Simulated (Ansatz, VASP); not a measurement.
**Si in two plane-wave programs**

Aim: how closely do two programs agree when they are given the same cell, functional and k mesh? The structure shown is frame 333 of Ansatz's trajectory.

Program: Ansatz 0.2.0. Level of theory: plane waves, with VASP 6.6.1 beside it; single point at PBE. Results are calculated unless marked as measured.

## 1. Set-up

The cell holds 25 atoms: 25 Si. Its edges and angles: a = 7.684 Å, b = 7.684 Å, c = 7.684 Å, α = 90.0°, β = 90.0°, γ = 90.0°. As first built, before any earlier steps moved the atoms (in the runner's words): 25 atoms (25 Si) placed at random at 2.57 g/cm^3, melted at 2429 K for 5 ps at fixed volume with the modified Tersoff potential (Kumagai, Izumi, Hara and Sakai, Comput. Mater. Sci. 39, 457 (2007)). Snapshot at the end of a hold of 8 ps at 1735 K and fixed volume.

## 2. Ansatz: dynamics, PBE

Ansatz runs on its default PAW (the set named soft_2) files.

One frame of this run of dynamics is then solved in both programs, so the motion causes no difference.

input.yaml

```yaml
crystal:
  lattice:
    - [7.6838, 0.0, 0.0]
    - [0.0, 7.6838, 0.0]
    - [0.0, 0.0, 7.6838]
  atoms:
    - { symbol: Si, position: [0.08148, 0.71523, 0.73606] }
    - { symbol: Si, position: [0.04206, 0.50595, 0.50977] }
    - { symbol: Si, position: [0.40153, 0.39172, 0.76898] }
    - { symbol: Si, position: [0.53544, 0.21657, 0.13825] }
    - { symbol: Si, position: [0.33268, 0.2023, 0.52347] }
    - { symbol: Si, position: [0.53606, 0.90096, 0.69014] }
    - { symbol: Si, position: [0.755, 0.35992, 0.56537] }
    - { symbol: Si, position: [0.58076, 0.50797, 0.21673] }
    - { symbol: Si, position: [0.78347, 0.81068, 0.88212] }
    - { symbol: Si, position: [0.58404, 0.05575, 0.44412] }
    - { symbol: Si, position: [0.84497, 0.19386, 0.26975] }
    - { symbol: Si, position: [0.31575, 0.43785, 0.35776] }
    - { symbol: Si, position: [0.90656, 0.62453, 0.24416] }
    - { symbol: Si, position: [0.09877, 0.79563, 0.37338] }
    - { symbol: Si, position: [0.52985, 0.57791, 0.55292] }
    - { symbol: Si, position: [0.36519, 0.56442, 0.01541] }
    - { symbol: Si, position: [0.6485, 0.2177, 0.81235] }
    - { symbol: Si, position: [0.31312, 0.84754, 0.9132] }
    - { symbol: Si, position: [0.02366, 0.25342, 0.02911] }
    - { symbol: Si, position: [0.69885, 0.8796, 0.19184] }
    - { symbol: Si, position: [0.41082, 0.789, 0.3962] }
    - { symbol: Si, position: [0.04076, 0.07172, 0.51104] }
    - { symbol: Si, position: [0.28353, 0.06424, 0.16494] }
    - { symbol: Si, position: [0.9643, 0.052, 0.80606] }
    - { symbol: Si, position: [0.02546, 0.56728, 0.9872] }
kpoints:
  mp_grid: { grid: [1, 1, 1] }
hamiltonian:
  xc: pbe
scf:
  occupations: { method: fermi_dirac, width: 0.15 }
output:
  forces: true
  stress: true
md:
  timestep: 3.0
  n_steps: 1000
  ensemble: nvt_nose_hoover
  temperature: 1735
  initial_velocities: maxwell_boltzmann
  seed: 5
```

Started as:

```sh
$ ansatz run input.yaml --threads 8 --pin off --max-ram 15360MiB --backend cpu --events-out ev --progress --plain --runs-dir out
```

Numbers of over 12 decimals in the logs are rounded to 6 here.

Log:

```text
Warning: md: disabling space-group detection — thermal motion breaks the input geometry's symmetry, so no spatial operation reduces the k-mesh or symmetrises the density; time reversal is kept, so that k and −k are solved as one point where they differ and the mesh holds both, and exact exchange and, on two spinor components, a DFT+U term hold to it where the run has them: on two components no moment then forms, and  [...]
Warning: output.stress: scf.convergence.dr2_threshold = 2.5e-8 eV (the default of an md: trajectory) is looser than the 2.5e-9 eV advised for a printed stress (1e-10 eV for each atom of the cell: 25). What an SCF threshold leaves in a stress goes as its square root, and in the free energy as the threshold itself, and one threshold admits the most on a small cell: [figures from the program's tests cut] Set scf.converg [...]
band count auto-derived: 77 (N_el = 100.0; filled up to band 50; 75 by the electrons, moments and atoms)
Engine: ansatz 0.2.0, aarch64-unknown-linux-gnu
Pseudopotentials: kind: paw
Pseudopotential: Si, paw, valence charge 4, recommended cutoff 420 eV (normal), Si.paw.azcp
Functional definition: PBE
  parameter kappa = 0.804
  parameter beta = 0.066725
  exchange = pbe_x(kappa = kappa, mu = beta*pi^2/3)
  correlation = pbe_c(beta = beta)
Crystal: 25 atoms, lattice volume = 453.658 Å³
Basis set: ecut = 420 eV, 8829 PW (Γ), exchange–correlation on 108×108×108 points (8 copies of the dense FFT grid, shifted against one another)
Bands: 77, of which v1, the nominal top of the filled ones, is band 50 counted from 1 (49 counted from 0)
Symmetry: 1 space group operations
k-points: 1
Non-local potential: Si, projectors of the file, l = 0: 2, l = 1: 2, l = 2: 2
PAW form: soft (Blöchl's): semilocal exchange-correlation on the pseudo side does not see the compensation charge
PAW one-centre angular grid: Si, 110 points (default); XC on 64 Gauss nodes
Initial density: superposition of atomic densities (neutral atoms: chi_scale 0, normalization atom), corrected by the library's trained network
Initial wavefunctions: pseudopotential atomic-orbital guess
Functional: x = pbe(κ = 0.804, μ = 0.219515), c = pbe(β = 0.066725)
SCF iter   1: F=—  HF=-15873.637201 eV  |F-HF|=—  |Δ(HF+E_count)|=         —  Δρ=1.01e-2  dr2=1.41e0  ethr=1.77e-3  ⟨swp⟩=8.0  Hψ=397  notcnv=0
preconditioner: auto → Kerker (q_TF=auto, 2.120 Å⁻¹)  [metal: Δε(μ)=0.215 eV  Ē_g=7.119 eV  σ=0.150 eV  W_gap=0.31  n_scr=80 (ndim 8)  ℏωp=17.4 eV  f_vac=0.000  D(μ)=14.17/eV (n_scr^D=92)]
SCF iter   2: F=—  HF=-15873.436732 eV  |F-HF|=—  |Δ(HF+E_count)|=   2.00e-1  Δρ=5.91e-3  dr2=4.46e-1  ethr=1.41e-3  ⟨swp⟩=1.0  Hψ=89  notcnv=0
SCF iter   3: F=—  HF=-15873.343290 eV  |F-HF|=—  |Δ(HF+E_count)|=   9.34e-2  Δρ=1.20e-3  dr2=1.23e-2  ethr=4.46e-4  ⟨swp⟩=2.0  Hψ=115  notcnv=0
SCF iter   4: F=—  HF=-15873.343964 eV  |F-HF|=—  |Δ(HF+E_count)|=   6.75e-4  Δρ=3.88e-4  dr2=1.98e-3  ethr=1.23e-5  ⟨swp⟩=2.0  Hψ=135  notcnv=0
SCF iter   5: F=—  HF=-15873.344338 eV  |F-HF|=—  |Δ(HF+E_count)|=   3.73e-4  Δρ=1.30e-4  dr2=1.91e-4  ethr=1.98e-6  ⟨swp⟩=2.0  Hψ=129  notcnv=0
SCF iter   6: F=—  HF=-15873.344442 eV  |F-HF|=—  |Δ(HF+E_count)|=   1.04e-4  Δρ=4.56e-5  dr2=2.44e-5  ethr=1.91e-7  ⟨swp⟩=2.0  Hψ=111  notcnv=0
SCF iter   7: F=—  HF=-15873.344440 eV  |F-HF|=—  |Δ(HF+E_count)|=   2.29e-6  Δρ=1.53e-5  dr2=3.03e-6  ethr=2.44e-8  ⟨swp⟩=2.0  Hψ=111  notcnv=0
SCF iter   8: F=—  HF=-15873.344441 eV  |F-HF|=—  |Δ(HF+E_count)|=   1.27e-6  Δρ=4.52e-6  dr2=2.46e-7  ethr=3.03e-9  ⟨swp⟩=2.0  Hψ=111  notcnv=0
SCF iter   9: F=-15873.344441 eV  HF=-15873.344441 eV  |F-HF|=1.50e-9  |Δ(HF+E_count)|=   8.57e-8  Δρ=1.40e-6  dr2=2.44e-8  ethr=2.50e-11  ⟨swp⟩=3.0  Hψ=346  notcnv=0
SCF 1 converged in 9 iterations: F = -15873.344441 eV  dr2 = 2.44e-8
  greatest PAW one-centre occupation: 0.686 electrons in one spin orbital (limit 2), on the Si atom at site 19 (counted from 0), in its partial waves of l = 0
[...]
md step   915: t =  2745.00 fs  T =  1650.3 K  F+E_penalty+E_count = -15876.29447522 eV  E_kin = 5.119502 eV  conserved = -15867.96973723 eV  P_inst = 15.1302 GPa  (5 SCF iters)
md step   918: t =  2754.00 fs  T =  1635.0 K  F+E_penalty+E_count = -15876.20809756 eV  E_kin = 5.072036 eV  conserved = -15867.96884501 eV  P_inst = 15.2670 GPa  (5 SCF iters)
md step   921: t =  2763.00 fs  T =  1653.1 K  F+E_penalty+E_count = -15876.21840451 eV  E_kin = 5.128268 eV  conserved = -15867.97425272 eV  P_inst = 16.0544 GPa  (6 SCF iters)
md step   924: t =  2772.00 fs  T =  1576.6 K  F+E_penalty+E_count = -15875.90219329 eV  E_kin = 4.891125 eV  conserved = -15867.96118236 eV  P_inst = 17.3194 GPa  (5 SCF iters)
md step   927: t =  2781.00 fs  T =  1791.0 K  F+E_penalty+E_count = -15876.48979849 eV  E_kin = 5.556137 eV  conserved = -15867.97372563 eV  P_inst = 17.7144 GPa  (5 SCF iters)
md step   930: t =  2790.00 fs  T =  1897.7 K  F+E_penalty+E_count = -15876.70614345 eV  E_kin = 5.887091 eV  conserved = -15867.98104167 eV  P_inst = 17.6800 GPa  (9 SCF iters)
md step   933: t =  2799.00 fs  T =  1578.3 K  F+E_penalty+E_count = -15875.56949211 eV  E_kin = 4.896170 eV  conserved = -15867.96369555 eV  P_inst = 17.7974 GPa  (5 SCF iters)
[...]
md step   975: t =  2925.00 fs  T =  2016.1 K  F+E_penalty+E_count = -15874.32105920 eV  E_kin = 6.254438 eV  conserved = -15867.94868419 eV  P_inst = 14.5783 GPa  (6 SCF iters)
md step   978: t =  2934.00 fs  T =  2205.2 K  F+E_penalty+E_count = -15874.87946607 eV  E_kin = 6.841094 eV  conserved = -15867.97294952 eV  P_inst = 14.4295 GPa  (5 SCF iters)
md step   981: t =  2943.00 fs  T =  2079.8 K  F+E_penalty+E_count = -15874.43859595 eV  E_kin = 6.452043 eV  conserved = -15867.94647655 eV  P_inst = 14.5412 GPa  (6 SCF iters)
md step   984: t =  2952.00 fs  T =  2219.7 K  F+E_penalty+E_count = -15874.89611930 eV  E_kin = 6.885969 eV  conserved = -15867.97141652 eV  P_inst = 14.6973 GPa  (6 SCF iters)
md step   987: t =  2961.00 fs  T =  2133.5 K  F+E_penalty+E_count = -15874.63767305 eV  E_kin = 6.618520 eV  conserved = -15867.95339479 eV  P_inst = 15.5484 GPa  (5 SCF iters)
md step   990: t =  2970.00 fs  T =  2162.1 K  F+E_penalty+E_count = -15874.79074064 eV  E_kin = 6.707468 eV  conserved = -15867.96463678 eV  P_inst = 15.9888 GPa  (10 SCF iters)
md step   993: t =  2979.00 fs  T =  2060.2 K  F+E_penalty+E_count = -15874.54505151 eV  E_kin = 6.391279 eV  conserved = -15867.95680127 eV  P_inst = 16.2223 GPa  (6 SCF iters)
md step   996: t =  2988.00 fs  T =  2002.0 K  F+E_penalty+E_count = -15874.46339417 eV  E_kin = 6.210689 eV  conserved = -15867.96026208 eV  P_inst = 15.9808 GPa  (5 SCF iters)
md step   999: t =  2997.00 fs  T =  1900.4 K  F+E_penalty+E_count = -15874.26087363 eV  E_kin = 5.895574 eV  conserved = -15867.96243499 eV  P_inst = 15.5350 GPa  (5 SCF iters)
iter 1 solved again at ethr=1.53e-4 eV; its pass at ethr=3.10e-3 eV (dr2=1.53e-1 eV) is discarded
SCF iter   1: F=—  HF=-15874.099139 eV  |F-HF|=—  |Δ(HF+E_count)|=         —  Δρ=4.00e-3  dr2=1.50e-1  ethr=1.53e-4  ⟨swp⟩=1.0  Hψ=378  notcnv=0
preconditioner: auto → LDOS  [metal: Δε(μ)=0.120 eV  Ē_g=7.674 eV  σ=0.150 eV  W_gap=0.20  n_scr=80 (ndim 8)  ℏωp=17.4 eV  f_vac=0.028  D(μ)=9.28/eV (n_scr^D=56)  β→1.0]
SCF iter   2: F=—  HF=-15874.100855 eV  |F-HF|=—  |Δ(HF+E_count)|=   1.72e-3  Δρ=3.33e-3  dr2=1.59e-1  ethr=1.50e-4  ⟨swp⟩=2.0  Hψ=122  notcnv=0
SCF iter   3: F=—  HF=-15874.062403 eV  |F-HF|=—  |Δ(HF+E_count)|=   3.85e-2  Δρ=4.96e-4  dr2=3.14e-3  ethr=1.50e-4  ⟨swp⟩=2.0  Hψ=107  notcnv=0
SCF iter   4: F=—  HF=-15874.062012 eV  |F-HF|=—  |Δ(HF+E_count)|=   3.91e-4  Δρ=1.67e-4  dr2=2.76e-4  ethr=3.14e-6  ⟨swp⟩=2.0  Hψ=126  notcnv=0
SCF iter   5: F=—  HF=-15874.061962 eV  |F-HF|=—  |Δ(HF+E_count)|=   5.05e-5  Δρ=6.10e-5  dr2=3.99e-5  ethr=2.76e-7  ⟨swp⟩=3.0  Hψ=141  notcnv=0
SCF iter   6: F=—  HF=-15874.061925 eV  |F-HF|=—  |Δ(HF+E_count)|=   3.65e-5  Δρ=2.24e-5  dr2=6.16e-6  ethr=3.99e-8  ⟨swp⟩=2.0  Hψ=129  notcnv=0
SCF iter   7: F=—  HF=-15874.061902 eV  |F-HF|=—  |Δ(HF+E_count)|=   2.34e-5  Δρ=7.32e-6  dr2=5.64e-7  ethr=6.16e-9  ⟨swp⟩=3.0  Hψ=145  notcnv=0
SCF iter   8: F=—  HF=-15874.061902 eV  |F-HF|=—  |Δ(HF+E_count)|=   4.66e-8  Δρ=2.79e-6  dr2=8.21e-8  ethr=5.64e-10  ⟨swp⟩=2.0  Hψ=118  notcnv=0
SCF iter   9: F=-15874.061902 eV  HF=-15874.061902 eV  |F-HF|=2.66e-9  |Δ(HF+E_count)|=  2.96e-10  Δρ=9.28e-7  dr2=6.18e-9  ethr=2.50e-11  ⟨swp⟩=5.0  Hψ=237  notcnv=0
SCF 1001 converged in 9 iterations: F = -15874.061902 eV  dr2 = 6.18e-9
  greatest PAW one-centre occupation: 0.714 electrons in one spin orbital (limit 2), on the Si atom at site 8 (counted from 0), in its partial waves of l = 0
SCF converged after 9 iterations
Free energy (F): -15874.061902 eV
Harris-Foulkes:  -15874.061902 eV  (|F-HF|=2.66e-9)
Internal energy: -15873.380229 eV  (E = F + TS)
E sigma→0 (E₀):  -15873.721065 eV
Entropy (-TS):   -0.681673 eV (-27.267 meV/atom)
Fermi energy:    7.138150 eV
--- Per-component energies (eV) ---
  E_band       = 200.894929
  E_kinetic    = 1058.219050
  E_local      = -1456.422521  (includes V_loc(G=0)·N_el)
  E_nonlocal   = 662.122207
  E_hartree    = 596.493717
  E_xc         = -1405.520776
  E_vxc        = -1201.195976  (∫ρ·V_xc dr)
  E_paw        = -12812.581659  (= ΣΔE_a)
  E_vpaw       = -54.814982  (= ΣTr[D̂ρ^β])
  E_aug_tail   = 0.000170  (compensation charges beyond the density's cutoff)
  E_ewald      = -2515.690418
  E_smearing   = -0.681673  (= −TS)
  E_closure    = 0.000000  (closes the sum)
  Σ components = -15874.061902   (vs F -15874.061902, Δ=0.00e0)
--- Forces (eV/Å), atoms counted from 1 ---
  atom   1  Si     0.04685193    -1.32561445    -0.70893467
  atom   2  Si    -0.40946724    -3.24380139    -2.06173763
  atom   3  Si    -0.28920093     0.60365223    -0.98599317
  atom   4  Si    -0.24320221     0.78802962    -0.15104156
  atom   5  Si    -1.28248157    -0.61312826    -0.09102296
  atom   6  Si     0.32956967     0.29278920     0.28862558
  atom   7  Si    -0.57029082     1.39025704     1.89318535
  atom   8  Si    -0.77547982    -1.14194907     0.66459886
  atom   9  Si    -0.30620185    -0.17680210     0.33863245
  atom  10  Si     1.39173278     1.37806662     1.24080503
  atom  11  Si     0.02444863    -1.30998080    -0.69916152
  atom  12  Si     0.41277394     0.31145635     1.38673298
  atom  13  Si     2.60750999     1.13545692    -2.19084880
  atom  14  Si    -2.59891435     0.31345553    -0.37983351
  atom  15  Si    -0.05635902     0.73588549     0.62299334
  atom  16  Si     0.79866864     0.47580371    -0.60725451
  atom  17  Si    -3.12343856    -1.92339691     0.57287896
  atom  18  Si     0.01300652    -0.89159767    -0.49496734
  atom  19  Si    -0.84046118     4.63625062     1.89809269
  atom  20  Si     0.90103068    -0.78047678    -1.29787567
  atom  21  Si     0.50346326    -0.51611977     0.66189148
  atom  22  Si    -0.70395203    -0.42016243    -0.26056953
  atom  23  Si     1.25523144    -0.10059060    -0.60809623
  atom  24  Si     2.61324135    -0.40189820    -0.72902565
  atom  25  Si     0.30189781     0.78439369     1.69795014
  max |Σ_I F_I| component: 2.41e-5 eV/Å
--- Stress (GPa, compression-positive) ---
       16.310815      -2.313532       0.970697
       -2.313532      10.999045      -0.252818
        0.970697      -0.252818      14.813817
  P = ⅓ Tr σ = 14.0412 GPa (140.412 kbar)
--- MD trajectory: 1000 steps, t = 0.0 → 3000.0 fs ---
  final state: T = 1825.6 K   F+E_penalty+E_count = -15874.06190162 eV   E_kin = 5.663423 eV
  conserved energy: peak-to-peak 8.575e-2 eV (3.430e-3 eV/atom) over 3000.0 fs
```

(Part 1 of 2 ends here.)

[Lines on the potential files, build, host, timing and source positions are cut from VASP's logs without a mark.]

[Logs are printed without paths, hosts, clocks, repeated set-up lines and the standing remarks that a program may print on its own settings, such as how far it seeks lower states.]

[Hosts, paths, dates, database ids (printed as entryN), source tags and the programs' standing remarks are cut or masked in the printed files.]
